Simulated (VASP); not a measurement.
Here is the system:

```
CELL_PARAMETERS angstrom
      1.57470    -2.72745     0.00000
      1.57470     2.72745     0.00000
      0.00000     0.00000     3.52181
ATOMIC_POSITIONS crystal
  Zr 0.00000 0.00000 0.00000
  B  0.33333 0.66667 0.50000
  B  0.66667 0.33333 0.50000
```

All values below come from PBE GGA with D3 dispersion (zero damping), VASP's PBE PAW potentials (set 64) (plane waves; VASP 6.6.1). Run with 520 eV cut-off, 12×12×10 Γ-centred mesh, tetrahedra with Blöchl corrections, potentials Zr_sv B.

### Question
Tabulate the total density of states (states/eV per cell) against energy (eV; zero at the valence-band maximum or, without a gap, the Fermi level).

### Answer

```
E (eV) | DOS (states/eV)
    -9.98 | ######### 0.89
    -9.86 | ######## 0.81
    -9.62 | ###### 0.67
    -9.50 | ###### 0.60
    -9.26 | #### 0.41
    -9.14 | ### 0.31
    -8.90 | ## 0.22
    -8.78 | ## 0.21
    -8.66 | ## 0.16
    -8.42 | ### 0.35
    -8.30 | #### 0.46
    -8.06 | ####### 0.68
    -7.94 | ####### 0.77
    -7.82 | ####### 0.73
    -7.58 | ####### 0.68
    -7.46 | ###### 0.66
    -7.22 | ###### 0.59
    -7.10 | ##### 0.54
    -6.86 | ##### 0.53
    -6.74 | ##### 0.54
    -6.62 | ##### 0.54
    -6.38 | ##### 0.56
    -6.26 | ###### 0.59
    -6.02 | ####### 0.67
    -5.90 | ####### 0.76
    -5.78 | ######### 0.92
    -5.54 | ####### 0.77
    -5.42 | ####### 0.73
    -5.18 | ######### 0.97
    -5.06 | ############ 1.23
    -4.82 | ############## 1.48
    -4.70 | ############## 1.43
    -4.58 | ########### 1.16
    -4.34 | ########## 1.01
    -4.22 | ############# 1.30
    -3.98 | ################ 1.65
    -3.86 | ################# 1.71
    -3.74 | ################## 1.90
    -3.50 | ############################## 3.08
    -3.38 | ######################## 2.48
    -3.14 | ############# 1.36
    -3.02 | ########### 1.11
    -2.78 | ################# 1.76
    -2.66 | ################## 1.84
    -2.54 | ################## 1.82
    -2.30 | ############### 1.50
    -2.18 | ########### 1.17
    -1.94 | ########## 1.01
    -1.82 | ######### 0.95
    -1.70 | ######## 0.83
    -1.46 | ####### 0.68
    -1.34 | ###### 0.62
    -1.10 | ##### 0.53
    -0.98 | #### 0.40
    -0.74 | ## 0.15
    -0.62 | # 0.14
    -0.50 | # 0.13
    -0.26 | # 0.13
    -0.14 | # 0.15
     0.10 | ### 0.32
     0.22 | #### 0.41
     0.34 | ##### 0.47
     0.58 | ###### 0.60
     0.70 | ####### 0.71
     0.94 | ######## 0.83
     1.06 | ######### 0.93
     1.30 | ########### 1.08
     1.42 | ############ 1.21
     1.54 | ############# 1.31
     1.78 | ############ 1.21
     1.90 | ########### 1.17
     2.14 | ########### 1.12
     2.26 | ########### 1.17
     2.38 | ############ 1.25
     2.62 | ############## 1.44
     2.74 | ############## 1.44
     2.98 | ############ 1.24
     3.10 | ############ 1.23
     3.34 | ############## 1.41
     3.46 | ############### 1.54
```
Within 2 eV below the Fermi level the largest weight inside VASP's projection spheres is Zr d, then B p.

The compound is ZrB2 in the AlB2 type structure. It was relaxed first.
